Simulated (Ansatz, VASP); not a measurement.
**SnTeSe (1T-SnSeTe monolayer): VASP beside Ansatz**

Aim: how closely do two programs agree when they are given the same cell, functional and k mesh? Of the first pair: The structure shown is the start of the Ansatz relaxation below; VASP solves that cell, so the two are compared at the walk's first step.

Calculated with Ansatz 0.2.0; plane waves, with VASP 6.6.1 beside it; single point at PBE with D3(BJ).

### 1. Set-up

The cell holds 3 atoms: 1 Te, 1 Sn and 1 Se. Cell: a = 3.827 Å, b = 3.827 Å, c = 36.171 Å, α = 90.0°, β = 90.0°, γ = 120.0°. Vacuum lies along c.

### 2. Ansatz: relaxation, PBE with D3(BJ)

Ansatz runs on its default PAW (the set named soft_2) files.

The two programs are compared at the cell with which this relaxation starts, whose forces are those of its first step.

File input.yaml:

```yaml
crystal:
  lattice:
    - [3.8272765, 0.0, 0.0]
    - [-1.91363825, 3.3145186763, 0.0]
    - [0.0, 0.0, 36.1705878243]
  atoms:
    - { symbol: Te, position: [0.6666666667, 0.3333333333, 0.4644657721] }
    - { symbol: Sn, position: [0.0, 0.0, 0.5049578579] }
    - { symbol: Se, position: [0.3333333333, 0.6666666667, 0.5355342279] }
  periodic: [true, true, false]
kpoints:
  mp_grid: { grid: [12, 12, 1] }
hamiltonian:
  xc: pbe
  dispersion: d3bj
scf:
  occupations: { method: fermi_dirac, width: 0.05 }
  convergence: { dr2_threshold: 1.0e-09 }
relax:
  f_tol: 0.004
  max_steps: 90
  cell: {}
output:
  write_potential: true
  write_density: true
  volumetric_format: npy
```

The run is started by

```console
$ ansatz run input.yaml --threads 2 --pin off --max-ram 3072MiB --backend cpu --events-out ev --progress --plain --runs-dir out
```

Numbers of over 12 decimals in the logs are rounded to 6 here.

The program printed:

```text
Warning: relax.cell: scf.convergence.dr2_threshold = 1e-9 eV is looser than the 1.89849772781e-10 eV advised for a relaxation that steers and ends on the stress (1e-10 eV for each atom of the cell: 3, times the square of relax.cell.stress_2d_tol = 0.05 N/m over 12.6 Å (the atoms' height at the walk's start and 5 Å past either face), 3.978e-2 GPa, over a crystal's default 0.05). What an SCF threshold leaves in a stress goes as its square root, and in the free energy as the threshold itself, and one threshold admits the most on a small cell: [figures from the program's tests cut] Set scf.convergence.dr2_threshold to 1.89849772781e-10 eV or tighter. [rest of the remark cut]
Engine: ansatz 0.2.0, aarch64-unknown-linux-gnu
Pseudopotentials: kind: paw
Pseudopotential: Te, paw, valence charge 16, recommended cutoff 420 eV (normal), Te.paw.azcp
Pseudopotential: Sn, paw, valence charge 14, recommended cutoff 420 eV (normal), Sn.paw.azcp
Pseudopotential: Se, paw, valence charge 16, recommended cutoff 420 eV (normal), Se.paw.azcp
Functional definition: PBE
  parameter kappa = 0.804
  parameter beta = 0.066725
  exchange = pbe_x(kappa = kappa, mu = beta*pi^2/3)
  correlation = pbe_c(beta = beta)
Crystal: 3 atoms, lattice volume = 458.845 Å³
Basis set: ecut = 420 eV, 8941 PW (Γ), exchange–correlation on 54×54×486 points (8 copies of the dense FFT grid, shifted against one another)
Bands: 28, of which v1, the nominal top of the filled ones, is band 23 counted from 1 (22 counted from 0)
Symmetry: 6 space group operations
Space group: P3m1 (ITA 156), of the structure as read, at distance tolerance 7.7e-5 Å
k-points: 19 of 144 (time reversal used)
Non-local potential: Te, projectors of the file, l = 0: 2, l = 1: 2, l = 2: 2, l = 3: 2
Non-local potential: Sn, projectors of the file, l = 0: 2, l = 1: 2, l = 2: 2, l = 3: 2
Non-local potential: Se, projectors of the file, l = 0: 2, l = 1: 2, l = 2: 3, l = 3: 1
PAW form: soft (Blöchl's): semilocal exchange-correlation on the pseudo side does not see the compensation charge
PAW one-centre angular grid: Te, 590 points (default); XC on 64 Gauss nodes
PAW one-centre angular grid: Sn, 590 points (default); XC on 64 Gauss nodes
PAW one-centre angular grid: Se, 590 points (default); XC on 64 Gauss nodes
Initial density: superposition of atomic densities (neutral atoms: chi_scale 0, normalization atom), corrected by the library's trained network
Initial wavefunctions: pseudopotential atomic-orbital guess
Functional: x = pbe(κ = 0.804, μ = 0.219515), c = pbe(β = 0.066725)
SCF iter   1: F=—  HF=-18472.236648 eV  |F-HF|=—  |Δ(HF+E_count)|=         —  Δρ=1.23e-3  dr2=1.15e-2  ethr=1.77e-3  ⟨swp⟩=17.6  Hψ=4358  notcnv=0
preconditioner: auto → Resta (q_TF=auto, 1.860 Å⁻¹)  ε∞=1.5  [insulator: Δε(μ)=0.757 eV  Ē_g=10.301 eV  σ=0.050 eV  W_gap=1.00  n_scr=20 (ndim 8)  ℏωp=6.9 eV  f_vac=0.815  D(μ)=0.00/eV (n_scr^D=0)  ε∞_Penn≈1.5  vacuum switching on, ρ_ref=7.7e-3 e/Å³]
SCF iter   2: F=—  HF=-18472.238745 eV  |F-HF|=—  |Δ(HF+E_count)|=   2.10e-3  Δρ=7.64e-4  dr2=2.10e-2  ethr=2.50e-5  ⟨swp⟩=4.4  Hψ=1580  notcnv=0  defer=10
SCF iter   3: F=—  HF=-18472.237499 eV  |F-HF|=—  |Δ(HF+E_count)|=   1.25e-3  Δρ=5.19e-4  dr2=7.16e-3  ethr=2.50e-5  ⟨swp⟩=4.7  Hψ=1151  notcnv=0  defer=10
SCF iter   4: F=—  HF=-18472.237360 eV  |F-HF|=—  |Δ(HF+E_count)|=   1.39e-4  Δρ=2.29e-4  dr2=1.03e-3  ethr=1.56e-5  ⟨swp⟩=3.2  Hψ=736  notcnv=0  defer=10
SCF iter   5: F=—  HF=-18472.237379 eV  |F-HF|=—  |Δ(HF+E_count)|=   1.90e-5  Δρ=8.08e-5  dr2=1.34e-4  ethr=2.24e-6  ⟨swp⟩=2.6  Hψ=853  notcnv=0  defer=10
SCF iter   6: F=—  HF=-18472.237392 eV  |F-HF|=—  |Δ(HF+E_count)|=   1.29e-5  Δρ=2.72e-5  dr2=4.17e-6  ethr=2.91e-7  ⟨swp⟩=2.9  Hψ=897  notcnv=0  defer=10
SCF iter   7: F=—  HF=-18472.237440 eV  |F-HF|=—  |Δ(HF+E_count)|=   4.79e-5  Δρ=7.43e-6  dr2=3.56e-7  ethr=9.06e-9  ⟨swp⟩=3.9  Hψ=1163  notcnv=0  defer=10
SCF iter   8: F=—  HF=-18472.237440 eV  |F-HF|=—  |Δ(HF+E_count)|=   1.44e-7  Δρ=2.09e-6  dr2=1.64e-8  ethr=7.75e-10  ⟨swp⟩=3.0  Hψ=989  notcnv=0  defer=10
SCF iter   9: F=—  HF=-18472.237440 eV  |F-HF|=—  |Δ(HF+E_count)|=   7.00e-8  Δρ=5.56e-7  dr2=1.49e-9  ethr=3.56e-11  ⟨swp⟩=3.7  Hψ=1194  notcnv=0  defer=10
SCF iter  10: F=-18472.237440 eV  HF=-18472.237440 eV  |F-HF|=2.91e-11  |Δ(HF+E_count)|=   1.08e-8  Δρ=1.26e-7  dr2=1.13e-10  ethr=2.17e-12  ⟨swp⟩=12.5  Hψ=3892  notcnv=0
SCF 1 converged in 10 iterations: F = -18472.237440 eV  dr2 = 1.13e-10
[...]
preconditioner: auto → LDOS  [insulator: Δε(μ)=0.124 eV  Ē_g=8.910 eV  σ=0.050 eV  W_gap=0.55  n_scr=20 (ndim 8)  ℏωp=6.7 eV  f_vac=0.794  D(μ)=1.04/eV (n_scr^D=6)  ε∞_Penn≈1.6  β→1.0]
SCF iter   2: F=—  HF=-18474.586090 eV  |F-HF|=—  |Δ(HF+E_count)|=   1.98e-5  Δρ=4.64e-6  dr2=1.34e-6  ethr=9.28e-9  ⟨swp⟩=1.8  Hψ=589  notcnv=0
SCF iter   3: F=—  HF=-18474.586090 eV  |F-HF|=—  |Δ(HF+E_count)|=   4.80e-8  Δρ=1.53e-6  dr2=6.58e-8  ethr=2.92e-9  ⟨swp⟩=2.3  Hψ=686  notcnv=0
SCF iter   4: F=-18474.586090 eV  HF=-18474.586090 eV  |F-HF|=3.24e-9  |Δ(HF+E_count)|=   1.60e-8  Δρ=3.04e-7  dr2=6.56e-10  ethr=2.17e-12  ⟨swp⟩=10.7  Hψ=4111  notcnv=0
SCF 9 converged in 4 iterations: F = -18474.586090 eV  dr2 = 6.56e-10
relax step   9: F+E_penalty+E_count = -18474.58609011 eV  Δ(F+E_penalty+E_count) = +5.168e-6 eV  max|allowed force component| = 1.914e-3 eV/Å  Δτ_max = 0.0005 Å  P = -0.002 N/m  Ω = 485.304 Å³  energy of the carried Pulay correction = -1.671e-3 eV  fix = [c, alpha, beta]  reactions: c -0.000 N/m  (4 SCF iters, accepted)
Initial wavefunctions: pseudopotential atomic-orbital guess (no wavefunctions were taken with the density)
iter 1 solved again at ethr=3.92e-6 eV; its pass at ethr=3.10e-3 eV (dr2=1.80e-3 eV) is discarded
SCF iter   1: F=—  HF=-18474.576461 eV  |F-HF|=—  |Δ(HF+E_count)|=         —  Δρ=2.28e-4  dr2=6.92e-6  ethr=3.92e-6  ⟨swp⟩=4.8  Hψ=5559  notcnv=0
eigensolver tolerance schedule: the retry pair's looser diagonalisation over-reported the residual by 259.77 of it (diagonalisation noise at 0.49 of the residual, at the tolerance the schedule requests for it); recorded, not acted on — ethr = c·dr2/N_el stays at c = 1.0e-1
preconditioner: auto → LDOS  [insulator: Δε(μ)=0.124 eV  Ē_g=8.902 eV  σ=0.050 eV  W_gap=0.55  n_scr=20 (ndim 8)  ℏωp=6.7 eV  f_vac=0.794  D(μ)=1.04/eV (n_scr^D=6)  ε∞_Penn≈1.6  β→1.0]
SCF iter   2: F=—  HF=-18474.587055 eV  |F-HF|=—  |Δ(HF+E_count)|=   1.06e-2  Δρ=9.80e-6  dr2=2.20e-6  ethr=1.50e-8  ⟨swp⟩=4.9  Hψ=1522  notcnv=0
SCF iter   3: F=—  HF=-18474.587087 eV  |F-HF|=—  |Δ(HF+E_count)|=   3.18e-5  Δρ=6.86e-6  dr2=3.21e-7  ethr=4.78e-9  ⟨swp⟩=3.2  Hψ=1111  notcnv=0
SCF iter   4: F=—  HF=-18474.587115 eV  |F-HF|=—  |Δ(HF+E_count)|=   2.78e-5  Δρ=2.61e-6  dr2=7.95e-8  ethr=6.99e-10  ⟨swp⟩=2.9  Hψ=1058  notcnv=0
SCF iter   5: F=—  HF=-18474.587116 eV  |F-HF|=—  |Δ(HF+E_count)|=   1.39e-6  Δρ=8.28e-7  dr2=2.87e-9  ethr=1.73e-10  ⟨swp⟩=3.5  Hψ=1008  notcnv=0
SCF iter   6: F=-18474.587117 eV  HF=-18474.587117 eV  |F-HF|=5.76e-8  |Δ(HF+E_count)|=   5.97e-7  Δρ=1.63e-7  dr2=4.59e-10  ethr=2.17e-12  ⟨swp⟩=17.3  Hψ=4379  notcnv=0
SCF 10 converged in 6 iterations: F = -18474.587117 eV  dr2 = 4.59e-10
relax step  10: F+E_penalty+E_count = -18474.58711693 eV  Δ(F+E_penalty+E_count) = -1.027e-3 eV  max|allowed force component| = 1.729e-3 eV/Å  Δτ_max = 0.0000 Å  P = -0.018 N/m  Ω = 485.304 Å³  fix = [c, alpha, beta]  reactions: c -0.000 N/m  stress off target by 1.81e-2 N/m on what of the cell is left free  SCF on the basis re-selected at this cell (its energy is not comparable with the rows above)  (6 SCF iters)
basis re-selected at this cell: Δ(F+E_penalty+E_count) = -1.027e-3 eV, ΔP = -0.016 N/m vs the last step (what re-selecting the basis moved, of the pressure what is left beyond the Pulay correction that the steps carried, after the strain that the cell walked since its last selection, with what the two solves' SCF thresholds leave and, on support functions, any second-order correction that the steps lacked; it is no m [...]
WARN: The input density's exchange-correlation potential varies sharply where the density is thin. Do not read a vacuum level from v_tot or v_xc, or from such a field of the output density. On a cell that repeats whose density bears no net charge and no dipole along the vacuum's axis use v_es (v_loc + v_h of the components); under efield.dipole_correction with no amplitude use v_es + v_field, which holds any external [...]
SCF converged after 6 iterations
Free energy (F): -18474.587117 eV
Harris-Foulkes:  -18474.587117 eV  (|F-HF|=5.76e-8)
Internal energy: -18474.578204 eV  (E = F + TS)
E sigma→0 (E₀):  -18474.582661 eV
Entropy (-TS):   -0.008913 eV (-2.971 meV/atom)
Fermi energy:    -5.109078 eV
--- Per-component energies (eV) ---
  E_band       = -1373.892178
  E_kinetic    = 485.319275
  E_local      = -108850.295307  (includes V_loc(G=0)·N_el)
  E_nonlocal   = -937.047215
  E_hartree    = 54373.346620
  E_xc         = -609.333311
  E_vxc        = -296.333086  (∫ρ·V_xc dr)
  E_paw        = -10713.734715  (= ΣΔE_a)
  E_vpaw       = -522.225619  (= ΣTr[D̂ρ^β])
  E_aug_tail   = -0.000793  (compensation charges beyond the density's cutoff)
  E_ewald      = 47777.986968
  E_disp       = -0.819727  (pairwise vdW)
  E_smearing   = -0.008913  (= −TS)
  E_closure    = -0.000000  (closes the sum)
  Σ components = -18474.587117   (vs F -18474.587117, Δ=0.00e0)
--- Forces (eV/Å), atoms counted from 1 ---
  atom   1  Te    -0.00000000     0.00000000     0.00097004
  atom   2  Sn     0.00000000     0.00000000    -0.00172947
  atom   3  Se     0.00000000     0.00000000     0.00075848
  max |Σ_I F_I| component: 9.55e-7 eV/Å
--- 2D stress c σ (N/m, compression-positive) ---
       -0.018129       0.000000       0.000000
        0.000000      -0.018129       0.000000
        0.000000       0.000000      -0.000000
  P = ½ c Tr σ = -0.0181 N/m
--- Band table (eV; the first three rows and the last of 19) ---
  k-point 0: bands = [... 19 lower, -6.3140, -6.3140, -4.9860, -4.9860, -4.3938, -2.3000, -1.4893, -1.4893, ... 1 higher]
  k-point 1: bands = [... 19 lower, -6.8284, -6.4491, -5.5582, -5.0402, -3.9935, -2.0120, -1.5145, -1.3343, ... 1 higher]
  k-point 2: bands = [... 19 lower, -6.8992, -6.7715, -6.4571, -5.1896, -3.7519, -2.1030, -0.9858, -0.8599, ... 1 higher]
  k-point 18: bands = [... 19 lower, -9.0474, -8.8746, -6.7021, -6.4065, -4.4326, -1.3018, -0.7857, 0.0315, ... 1 higher]
  the weakly bound empty levels are not read free of the cell's end (no_gap_told)
--- Relaxed structure (9 steps of the walk, 9 accepted, 1 SCFs on fresh bases) ---
  F+E_penalty+E_count = -18474.58711693 eV   max|allowed force component| = 1.729e-3 eV/Å   (the final SCF, on the basis selected at the relaxed cell)
  cell:  # Å, volume = 485.3044 Å³
    - [3.936081, 4.026565759713031e-18, 0]
    - [-1.968040, 3.408746, 0]
    - [0, 0, 36.1705878243]
  atoms:
    - { symbol: Te, position: [0.666667, 0.333333, 0.452998] }
    - { symbol: Sn, position: [-2.1525610398521846e-19, 0, 0.504342] }
    - { symbol: Se, position: [0.333333, 0.666667, 0.547618] }
```

The column dr2 measures how far the density is from self-consistency, as an energy; F and HF (Harris–Foulkes) agree once it is small.

### 3. VASP: single point, PBE with D3(BJ), start cell, pair 1

The same cell, functional, mesh and smearing now go to VASP, with its own data sets.

Lines of VASP's logs that name or quote its potential files are left out, and so is its time.

File INCAR:

```
SYSTEM = SnTeSe
PREC = Accurate
ENCUT = 400
EDIFF = 1E-06
NELM = 120
ISMEAR = -1
SIGMA = 0.05
LREAL = .FALSE.
ALGO = Normal
GGA = PE
IVDW = 12
NBANDS = 19
LORBIT = 11
LWAVE = .FALSE.
LCHARG = .FALSE.
ISIF = 2
LDIPOL = .TRUE.
IDIPOL = 3
DIPOL = 0.5 0.5 0.502
LVHAR = .TRUE.
LASPH = .TRUE.
GGA_COMPAT = .FALSE.
NELMDL = -8
KPAR = 2
```

File POSCAR:

```
SnTeSe
1.0
    3.8272760000      0.0000000000      0.0000000000
   -1.9136380000      3.3145190000      0.0000000000
    0.0000000000      0.0000000000     36.1705880000
Te Sn Se
1 1 1
Direct
    0.6666667170      0.3333334339      0.4644657698
    0.0000000503      0.0000001006      0.5049578680
    0.3333333837      0.6666667672      0.5355342302
```

File KPOINTS:

```
Automatic mesh
0
Gamma
12 12 1
0 0 0
```

PAW data sets: Te, Sn_d and Se (PBE family, release 64).

The run is started by

```console
$ mpirun -np 2 vasp_std
```

The program printed:

```text
[banner, memory and clock lines left out]
running    2 mpi-ranks, on    1 nodes
 distrk:  each k-point on    1 cores,    2 groups
 distr:  one band on    1 cores,    1 groups

 POSCAR found type information on POSCAR TeSnSe
 POSCAR found :  3 types and       3 ions
 LDA part: xc-table for (Slater+PW92), standard interpolation
 POSCAR, INCAR and KPOINTS ok, starting setup
 FFT: planning ... GRIDC
 FFT: planning ... GRID_SOFT
 FFT: planning ... GRID
 WAVECAR not read
 entering main loop
       N       E                     dE             d eps       ncg     rms          rms(c)
DAV:   1     0.166869475399E+03    0.16687E+03   -0.91223E+03   882   0.801E+02
DAV:   2     0.917652094497E+01   -0.15769E+03   -0.15337E+03   948   0.205E+02
DAV:   3    -0.842138761208E+01   -0.17598E+02   -0.17546E+02   985   0.817E+01
DAV:   4    -0.885257412628E+01   -0.43119E+00   -0.43077E+00  1051   0.147E+01
DAV:   5    -0.885976909182E+01   -0.71950E-02   -0.71940E-02  1157   0.171E+00
DAV:   6    -0.885983687656E+01   -0.67785E-04   -0.67784E-04  1015   0.152E-01
DAV:   7    -0.885984005136E+01   -0.31748E-05   -0.31749E-05  1127   0.294E-02
DAV:   8    -0.885984009111E+01   -0.39751E-07   -0.39894E-07   858   0.360E-03    0.948E+00
DAV:   9    -0.857386676156E+01    0.28597E+00   -0.41139E-01  1008   0.733E+00    0.600E+00
DAV:  10    -0.852330294592E+01    0.50564E-01   -0.42603E-01   965   0.492E+00    0.681E-01
DAV:  11    -0.851177184324E+01    0.11531E-01   -0.71362E-02   879   0.301E+00    0.375E-01
DAV:  12    -0.851227077998E+01   -0.49894E-03   -0.46411E-03   846   0.415E-01    0.240E-01
DAV:  13    -0.851222823056E+01    0.42549E-04   -0.98666E-04  1110   0.412E-01    0.111E-01
DAV:  14    -0.851227159976E+01   -0.43369E-04   -0.21519E-04   854   0.950E-02    0.390E-02
[...]
DAV:  18    -0.851241946887E+01   -0.52180E-04   -0.31230E-06   744   0.799E-03    0.487E-03
DAV:  19    -0.851245605676E+01   -0.36588E-04   -0.33588E-06   751   0.517E-03    0.228E-03
DAV:  20    -0.851246452972E+01   -0.84730E-05   -0.17677E-07   835   0.238E-03    0.103E-03
DAV:  21    -0.851247581011E+01   -0.11280E-04   -0.35591E-07   726   0.271E-03    0.709E-04
DAV:  22    -0.851247755711E+01   -0.17470E-05   -0.11914E-08   814   0.114E-03    0.318E-04
DAV:  23    -0.851248194091E+01   -0.43838E-05   -0.45918E-08   697   0.679E-04    0.386E-04
DAV:  24    -0.851248337479E+01   -0.14339E-05   -0.10057E-08   779   0.594E-04    0.183E-04
DAV:  25    -0.851248422262E+01   -0.84783E-06   -0.10876E-08   753   0.338E-04
   1 F= -.94548019E+01 E0= -.94547687E+01  d E =-.663948E-04
```

OUTCAR, selected parts (step 3):

```text
ion  position               nearest neighbor table
   1  0.667  0.333  0.464-   2 2.65   2 2.65   2 2.65
   2  0.000  0.000  0.505-   3 2.47   3 2.47   3 2.47   1 2.65   1 2.65   1 2.65
   3  0.333  0.667  0.536-   2 2.47   2 2.47   2 2.47

  LATTYP: Found a hexagonal cell.
 ALAT       =     3.8272760000
 C/A-ratio  =     9.4507393770

 Subroutine GETGRP returns: Found  6 space group operations
 (whereof  6 operations were pure point group operations)

The static configuration has the point symmetry C_3v.

 Found     19 irreducible k-points:

   k-points           NKPTS =     19   k-points in BZ     NKDIM =     19   number of bands    NBANDS=     19

   dimension x,y,z NGX =    28 NGY =   28 NGZ =  240
   dimension x,y,z NGXF=    56 NGYF=   56 NGZF=  480

   ENCUT  =  400.0 eV  29.40 Ry    5.42 a.u.   6.24  6.24 58.99*2*pi/ulx,y,z

   NELECT =      26.0000    total number of electrons

 k-points in reciprocal lattice and weights: Automatic mesh
   0.00000000  0.00000000  0.00000000       0.007
   0.08333333  0.00000000  0.00000000       0.042
   0.16666667 -0.00000000  0.00000000       0.042
   0.25000000 -0.00000000  0.00000000       0.042
   0.33333333 -0.00000000  0.00000000       0.042
   0.41666667 -0.00000000  0.00000000       0.042
   0.50000000 -0.00000000  0.00000000       0.021
   0.08333333  0.08333333  0.00000000       0.042
   0.16666667  0.08333333  0.00000000       0.083
[...]
0.33333333  0.25000000  0.00000000       0.083
   0.33333333  0.33333333  0.00000000       0.014

 dipolmoment           0.000000      0.000000      0.004973 electrons x Angstroem

 average (electrostatic) potential at core
       1 -97.1014       2-110.8541       3 -61.5884

 E-fermi :  -3.2327

 k-point     1 :       0.0000    0.0000    0.0000
  band No.  band energies     occupation
    ...
      9      -5.7527      2.00000
     10      -5.7527      2.00000
     11      -4.4143      2.00000
     12      -3.8842      2.00000
     13      -3.8842      2.00000
     14      -2.5068      0.00000
     15      -0.6662      0.00000
     16       0.3879      0.00000
     17       0.3879      0.00000
     18       1.4315      0.00000
    ...

 k-point     2 :       0.0833    0.0000    0.0000
  band No.  band energies     occupation
    ...
      9      -6.4111      2.00000
     10      -6.0052      2.00000
     11      -4.5415      2.00000
     12      -4.1055      2.00000
     13      -3.7715      1.99996
     14      -2.0237      0.00000
     15      -0.2860      0.00000
     16       0.4128      0.00000
     17       0.5746      0.00000
     18       1.5764      0.00000
    ...

 k-point     3 :       0.1667   -0.0000    0.0000
  band No.  band energies     occupation
    ...
      9      -7.3169      2.00000
     10      -6.5292      2.00000
     11      -5.2894      2.00000
     12      -4.1227      2.00000
     13      -3.6450      1.99948
     14      -1.5048      0.00000
     15      -0.2593      0.00000
     16       1.1361      0.00000
     17       1.3450      0.00000
     18       1.6883      0.00000
    ...

 Edisp (eV)   -0.94232

  Total      14.03258    14.03259    13.24046    -0.00000     0.00000    -0.00000
  in kB      48.99845    48.99848    46.23254    -0.00000     0.00000    -0.00000
  external pressure =       48.08 kB  Pullay stress =        0.00 kB

  energy-cutoff  :      400.00
  volume of cell :      458.84
      direct lattice vectors                 reciprocal lattice vectors
     3.827276000  0.000000000  0.000000000     0.261282437  0.150851451  0.000000000
    -1.913638000  3.314519000  0.000000000     0.000000000  0.301702902  0.000000000
     0.000000000  0.000000000 36.170588000     0.000000000  0.000000000  0.027646772

 POSITION                                       TOTAL-FORCE (eV/Angst)
 -----------------------------------------------------------------------------------
      1.91364      1.10484     16.80000         0.000000     -0.000000     -4.996210
      0.00000      0.00000     18.26462        -0.000000     -0.000000     -0.385502
      0.00000      2.20968     19.37059        -0.000000      0.000000      5.381712
 -----------------------------------------------------------------------------------
    total drift:                               -0.000000     -0.000318     -0.000778

  FREE ENERGIE OF THE ION-ELECTRON SYSTEM (eV)
  ---------------------------------------------------
  free  energy   TOTEN  =        -9.4548019413 eV

  energy  without entropy=       -9.4547355465  energy(sigma->0) =       -9.45476874

 vacuum level on the upper side and lower side of the slab         2.049         1.978

 total charge
# of ion       s       p       d       tot
------------------------------------------
    1        1.392   2.155   0.051   3.598
    2        1.059   1.359  10.242  12.659
    3        1.474   2.505   0.051   4.030
--------------------------------------------------
tot          3.925   6.019  10.343  20.288

[... 3 further parts left out ...]
```

(Part 1 of 2 ends here.)

[Lines on the potential files, build, host, timing and source positions are cut from VASP's logs without a mark.]

[Logs are printed without paths, hosts, clocks, repeated set-up lines and the standing remarks that a program may print on its own settings, such as how far it seeks lower states.]

[Hosts, paths, dates, database ids (printed as entryN), source tags and the programs' standing remarks are cut or masked in the printed files.]
